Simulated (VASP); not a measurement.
Energy against volume of SnSe₂ (1T layered). Computed with PBE GGA with D3 dispersion (zero damping), VASP's PBE PAW potentials (set 64) (plane waves; VASP 6.6.1). Run with 520 eV cut-off, 7×7×4 Γ-centred mesh, Gaussian smearing of 0.050 eV, potentials Sn_d Se.

Shape and ions are relaxed at each volume.

```csv
V (Å³/atom),E (eV/atom)
25.383,-4.16485
26.193,-4.16915
27.003,-4.16965
27.814,-4.16713
```

### Question
Fit these four points and predict the energy of the run at 28.624 Å³/atom.

### Answer
A cubic in V^(−2/3), the third-order Birch-Murnaghan form, passes through the four points with V0 = 26.71 Å³/atom and B0 = 21 GPa, and gives -4.1622 eV/atom there. The run gave -4.1623 eV/atom, -0.0 meV/atom from the fit; all five points give B0 = 21 GPa.

The compound is SnSe2 in the 1T layered structure. It was relaxed first.
